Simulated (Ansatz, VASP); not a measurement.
# Cross-check of SnO2 (Cassiterite) between VASP and Ansatz, part 2 of 2

One calculation is typed for both programs; each brings its own data sets. How far apart do they land? The cell is taken from a series of runs on this material, whose earlier steps may have relaxed, scaled, displaced or heated it; both programs get it as it stands.

VASP 6.6.1 and Ansatz 0.2.0.

So far. Step 2 (VASP: single point, HSE06): The run ends at a pressure of 3.33 GPa, with forces up to 0.039 eV/Å.

## 3. Ansatz: single point, HSE06

Level of this step: Ansatz beside VASP: Kohn-Sham DFT, plane waves, HSE06 (Ansatz).

Ansatz runs on PAW files that the input asks for by source.

The same cell, functional and mesh now go to Ansatz, which takes its cutoff from its data sets.

File input.yaml:

```yaml
crystal:
  lattice:
    - [4.7230988104, 0.0, 0.0]
    - [0.0, 4.7230988104, 0.0]
    - [0.0, 0.0, 3.1907863726]
  atoms:
    - { symbol: Sn, position: [0.0, 0.0, 0.0] }
    - { symbol: Sn, position: [0.5, 0.5, 0.5] }
    - { symbol: O, position: [0.3060806746, 0.3060806746, 0.0] }
    - { symbol: O, position: [0.1939193254, 0.8060806746, 0.5] }
    - { symbol: O, position: [0.6939193254, 0.6939193254, 0.0] }
    - { symbol: O, position: [0.8060806746, 0.1939193254, 0.5] }
kpoints:
  mp_grid: { grid: [4, 4, 5] }
hamiltonian:
  xc: hse06
  pseudopotentials: { kind: paw, source: ansatz }
scf:
  occupations: { method: fixed }
  n_extra_bands: 6
  lower_state_search: "off"
  convergence: { dr2_threshold: 1.0e-09 }
output:
  eigenvalues: true
```

Run with:

```sh
$ ansatz run input.yaml --threads 8 --pin off --max-ram 18432MiB --backend cpu --events-out ev --progress --plain --runs-dir out
```

Numbers of over 12 decimals in the logs are rounded to 6 here.

Log:

```text
scf.n_extra_bands = 6 over 34 filled bands (N_el = 68.0): the run solves 40 bands
Engine: ansatz 0.2.0, aarch64-unknown-linux-gnu
Pseudopotentials: kind: paw
Pseudopotential: Sn, paw, valence charge 22, recommended cutoff 640 eV (normal), Sn.paw.azcp
Pseudopotential: O, paw, valence charge 6, recommended cutoff 930 eV (normal), O.paw.azcp
Functional definition: HSE06
  parameter a = 0.25
  parameter omega = 0.11/bohr
  exchange = pbe_x - a*pbe_x_sr(omega) + a*exact_x_sr(omega)
  correlation = pbe_c
davidson cushion auto → on  (no smearing: the cushion is to keep the highest requested band from converging to the state above it; pin scf.eigensolver.cushion to override)
Crystal: 6 atoms, lattice volume = 71.179 Å³
Basis set: ecut = 930 eV, 4571 PW (Γ)
Bands: 40, of which v1, the nominal top of the filled ones, is band 34 counted from 1 (33 counted from 0)
Symmetry: 16 space group operations
Space group: P42/mnm (ITA 136), of the structure as read, at distance tolerance 4.1e-5 Å
k-points: 18 of 80
Non-local potential: Sn, projectors of the file, l = 0: 3, l = 1: 3, l = 2: 3, l = 3: 2
Non-local potential: O, projectors of the file, l = 0: 2, l = 1: 2, l = 2: 1
PAW form: soft (Blöchl's): semilocal exchange-correlation on the pseudo side does not see the compensation charge
PAW frozen core: Sn, regenerated for the run's functional, and the local potential with it (the file was generated under x = pbe(κ = 0.804, μ = 0.219515), c = pbe(β = 0.066725))
PAW frozen core: O, regenerated for the run's functional, and the local potential with it (the file was generated under x = pbe(κ = 0.804, μ = 0.219515), c = pbe(β = 0.066725))
PAW one-centre angular grid: Sn, 590 points (default); XC on 96 Gauss nodes
PAW one-centre angular grid: O, 110 points (default); XC on 64 Gauss nodes
Initial density: superposition of atomic densities (chi_scale 0.1, normalization cell, long waves kept (reshape's long-wave potential 0.00 eV rms))
Initial wavefunctions: pseudopotential atomic-orbital guess
Functional: x = pbe(κ = 0.804, μ = 0.219515), c = pbe(β = 0.066725), warm-up for x = pbe(κ = 0.804, μ = 0.219515) + 0.25 (exact − pbe) at short range (hse, ω = 0.207870 Å⁻¹), c = pbe(β = 0.066725); HSE06 as pw.x's `hse` composes it (authors' and Libxc's form: `xc: wpbeh`)
SCF iter   1: F=—  HF=-21720.760011 eV  |F-HF|=—  |Δ(HF+E_count)|=         —  Δρ=8.52e-2  dr2=3.42e0  ethr=1.00e-1  ⟨swp⟩=3.8  Hψ=2041  notcnv=0
preconditioner: auto → none  [insulator: Δε(μ)=1.401 eV  Ē_g=20.368 eV  n_scr=22 (ndim 8)  ℏωp=31.7 eV  f_vac=0.006]
iter 2 solved again at ethr=4.85e-4 eV; its pass at ethr=5.03e-3 eV (dr2=3.30e-1 eV) is discarded
SCF iter   2: F=—  HF=-21719.961161 eV  |F-HF|=—  |Δ(HF+E_count)|=   7.99e-1  Δρ=3.79e-2  dr2=3.29e-1  ethr=4.85e-4  ⟨swp⟩=2.4  Hψ=3684  notcnv=0  defer=1
SCF iter   3: F=—  HF=-21719.958151 eV  |F-HF|=—  |Δ(HF+E_count)|=   3.01e-3  Δρ=1.60e-2  dr2=8.83e-2  ethr=4.83e-4  ⟨swp⟩=3.1  Hψ=1821  notcnv=0
SCF iter   4: F=—  HF=-21719.962242 eV  |F-HF|=—  |Δ(HF+E_count)|=   4.09e-3  Δρ=5.65e-3  dr2=9.20e-3  ethr=1.30e-4  ⟨swp⟩=3.1  Hψ=1834  notcnv=0  defer=1
SCF iter   5: F=-21719.962595 eV  HF=-21719.962551 eV  |F-HF|=4.35e-5  |Δ(HF+E_count)|=   3.09e-4  Δρ=4.74e-4  dr2=4.62e-5  ethr=1.35e-5  ⟨swp⟩=3.1  Hψ=1846  notcnv=0  defer=1
SCF 1 stopped early in 5 iterations: F = -21719.962595 eV  dr2 = 4.62e-5
  greatest PAW one-centre occupation: 0.999 electrons in one spin orbital (limit 2), on the Sn atom at site 0 (counted from 0), in its partial waves of l = 0
Initial density: handed on by an earlier stage of this run
Initial wavefunctions: those handed on with the density
Functional: x = pbe(κ = 0.804, μ = 0.219515) + 0.25 (exact − pbe) at short range (hse, ω = 0.207870 Å⁻¹), c = pbe(β = 0.066725); HSE06 as pw.x's `hse` composes it (authors' and Libxc's form: `xc: wpbeh`)
Exchange kernel: α = 0.2500, screened, ω = 0.2079 Å⁻¹, Wigner–Seitz truncation, v(0) = 1040.8555 eV·Å³, q-mesh 4×4×5, nearest image of the exchange supercell L = 15.95 Å, pair-density grid 36×36×24, without the augmentation charges, whose exchange is taken in its separable form by FFT convolution over the k-point mesh (sized by the pseudopotential files, 48×48×32 at the most), smooth part of the exact exchange by density-matrix convolution
Frozen-core exchange: fock
SCF iter   1: F=—  HF=-21727.595194 eV  |F-HF|=—  |Δ(HF+E_count)|=         —  Δρ=9.96e-3  dr2=4.43e-2  ethr=6.79e-7  ⟨swp⟩=7.7  Hψ=4180  notcnv=0
preconditioner: auto → none  [insulator: Δε(μ)=3.069 eV  Ē_g=22.510 eV  n_scr=22 (ndim 8)  ℏωp=31.7 eV  f_vac=0.066]
SCF iter   2: F=—  HF=-21727.582614 eV  |F-HF|=—  |Δ(HF+E_count)|=   1.26e-2  Δρ=3.17e-3  dr2=5.43e-3  ethr=6.79e-7  ⟨swp⟩=4.1  Hψ=2664  notcnv=0
SCF iter   3: F=—  HF=-21727.604690 eV  |F-HF|=—  |Δ(HF+E_count)|=   2.21e-2  Δρ=1.22e-3  dr2=8.00e-4  ethr=6.79e-7  ⟨swp⟩=4.5  Hψ=2682  notcnv=0
SCF iter   4: F=-21727.604472 eV  HF=-21727.604472 eV  |F-HF|=4.80e-7  |Δ(HF+E_count)|=   2.18e-4  Δρ=6.68e-5  dr2=2.53e-5  ethr=6.79e-7  ⟨swp⟩=3.0  Hψ=1802  notcnv=0
SCF 2 stopped early in 4 iterations: F = -21727.604472 eV  dr2 = 2.53e-5
  greatest PAW one-centre occupation: 1.000 electrons in one spin orbital (limit 2), on the Sn atom at site 1 (counted from 0), in its partial waves of l = 0
hybrid outer 1: dexx = +2.536e-2 eV, tail = 7.93e-5 eV
Exchange kernel: α = 0.2500, screened, ω = 0.2079 Å⁻¹, Wigner–Seitz truncation, v(0) = 1040.8555 eV·Å³, q-mesh 4×4×5, nearest image of the exchange supercell L = 15.95 Å, pair-density grid 36×36×24, without the augmentation charges, whose exchange is taken in its separable form by FFT convolution over the k-point mesh (sized by the pseudopotential files, 48×48×32 at the most), smooth part of the exact exchange by density-matrix convolution
Frozen-core exchange: fock
SCF iter   1: F=—  HF=-21727.604607 eV  |F-HF|=—  |Δ(HF+E_count)|=         —  Δρ=1.13e-4  dr2=8.49e-6  ethr=5.83e-7  ⟨swp⟩=3.2  Hψ=1647  notcnv=0
preconditioner: auto → none  [insulator: Δε(μ)=3.079 eV  Ē_g=22.553 eV  n_scr=22 (ndim 8)  ℏωp=31.7 eV  f_vac=0.074]
iter 2 solved again at ethr=8.25e-11 eV; its pass at ethr=1.16e-8 eV (dr2=5.61e-8 eV) is discarded
SCF iter   2: F=—  HF=-21727.604606 eV  |F-HF|=—  |Δ(HF+E_count)|=   9.90e-7  Δρ=1.68e-5  dr2=3.71e-7  ethr=8.25e-11  ⟨swp⟩=3.9  Hψ=4495  notcnv=0
SCF iter   3: F=—  HF=-21727.604608 eV  |F-HF|=—  |Δ(HF+E_count)|=   2.78e-6  Δρ=1.68e-5  dr2=1.98e-7  ethr=8.25e-11  ⟨swp⟩=5.4  Hψ=2823  notcnv=0  defer=2
SCF iter   4: F=—  HF=-21727.604608 eV  |F-HF|=—  |Δ(HF+E_count)|=   6.17e-8  Δρ=2.26e-6  dr2=7.74e-9  ethr=8.25e-11  ⟨swp⟩=3.0  Hψ=1975  notcnv=0
SCF iter   5: F=—  HF=-21727.604608 eV  |F-HF|=—  |Δ(HF+E_count)|=   4.67e-8  Δρ=2.46e-6  dr2=3.73e-9  ethr=4.16e-12 (applied; sched 2.85e-12)  ⟨swp⟩=5.4  Hψ=2648  notcnv=0  defer=13
SCF iter   6: F=-21727.604608 eV  HF=-21727.604608 eV  |F-HF|=3.64e-12  |Δ(HF+E_count)|=   1.10e-9  Δρ=9.98e-8  dr2=8.04e-11  ethr=3.01e-12 (applied; sched 2.85e-12)  ⟨swp⟩=3.0  Hψ=1958  notcnv=0
SCF 3 converged in 6 iterations: F = -21727.604608 eV  dr2 = 8.04e-11
hybrid outer 2: dexx = +3.275e-6 eV, tail = 4.67e-9 eV, Δε = 3.79e-3 eV (about 3.53e-5 eV left of the loop's levels)
hybrid SCF converged: 2 outer / 10 inner (+5 warm-up), last move |dexx| = 3.27e-6 eV, tail = 4.67e-9 eV
Stability not checked: this state was not tested for a lower state beside it, because the functional holds exact exchange (a hybrid, or Hartree-Fock), whose exchange loop this test does not read (fock_operator; see scf.lower_state_search)
Free energy (F): -21727.604609 eV
Frozen-core exchange: fock
Harris-Foulkes:  -21727.604609 eV  (|F-HF|=3.64e-12)
Internal energy: -21727.604609 eV  (E = F + TS)
E sigma→0 (E₀):  -21727.604609 eV
Fermi energy:    9.879866 eV
--- Per-component energies (eV) ---
  E_band       = -1556.321432
  E_kinetic    = 2589.574635
  E_local      = -11444.471840  (includes V_loc(G=0)·N_el)
  E_nonlocal   = 848.342952
  E_hartree    = 4506.628005
  E_xc         = -636.157416
  E_vxc        = -817.625067  (∫ρ·V_xc dr)
  E_exx        = -287.729819  (= α·E_x^exact, valence–valence)
  E_paw        = -9164.575084  (= ΣΔE_a)
  E_vpaw       = -1169.938467  (= ΣTr[D̂ρ^β])
  E_aug_tail   = -0.000008  (compensation charges beyond the density's cutoff)
  E_ewald      = -8137.818085
  E_core_change = -1.397947  (= ΣΔE_core)
  E_smearing   = -0.000000  (= −TS)
  E_closure    = 0.000000  (closes the sum)
  Σ components = -21727.604609   (vs F -21727.604609, Δ=0.00e0)
--- Band table (eV; the first three rows and the last of 18) ---
  k-point 0: bands = [... 30 lower, 8.8396, 9.1599, 9.1599, 9.8799, 12.9587, 18.1051, 18.1051, 18.1166, ... 2 higher]
  k-point 1: bands = [... 30 lower, 7.8016, 9.1465, 9.1465, 9.5240, 14.9166, 18.8884, 19.6873, 19.6873, ... 2 higher]
  k-point 2: bands = [... 30 lower, 7.5869, 8.6227, 8.6961, 8.6961, 17.4514, 18.9126, 21.0183, 22.1776, ... 2 higher]
  k-point 17: bands = [... 30 lower, 8.9663, 8.9663, 9.0012, 9.0012, 16.8873, 16.8873, 20.8822, 20.8822, ... 2 higher]
```

In the SCF lines HF is the Harris–Foulkes energy and dr2 the Hartree energy of the density residual, in eV; the loop may stop once dr2 is under the threshold and the program's other checks hold. Hψ counts applications of the Hamiltonian.

## 4. Side by side

Known differences besides the potentials themselves: exact exchange at q = 0 is treated differently, which shows on coarse meshes; VASP keeps PBE cores, Ansatz makes them for the functional; fixed occupations in Ansatz, narrow Gaussian smearing in VASP; the data sets hold 68 valence electrons in Ansatz (on PAW files that the input asks for by source) and 52 in VASP; the cutoff is 930 eV in Ansatz and 520 eV in VASP; VASP takes a coarser grid for exact exchange (PRECFOCK = Fast). Total energies have different zeros and are not compared.

The two programs side by side:

```
              quantity  Ansatz   VASP  difference
gap on the k mesh (eV)   3.079  3.057      +0.022
```

A gap on the mesh is an upper bound, since the band edges may lie between its points.

## 5. Summary of results

```yaml
difference_in_gap_on_the_k_mesh_single_point_hse06: 0.022 eV
```

The difference in gap on the k mesh is 0.022 eV (single point, HSE06), within the 0.08 eV picked in this series as the mark of a large difference. The data sets hold unlike numbers of valence electrons (68 in Ansatz and 52 in VASP), so part of the differences comes from the potentials. Such differences can come from data sets, numerical settings and the points named under the comparisons, not from the functional's error against experiment.

[Lines on the potential files, build, host, timing and source positions are cut from VASP's logs without a mark.]

[Logs are printed without paths, hosts, clocks, repeated set-up lines and the standing remarks that a program may print on its own settings, such as how far it seeks lower states.]

[Hosts, paths, dates, database ids (printed as entryN), source tags and the programs' standing remarks are cut or masked in the printed files.]
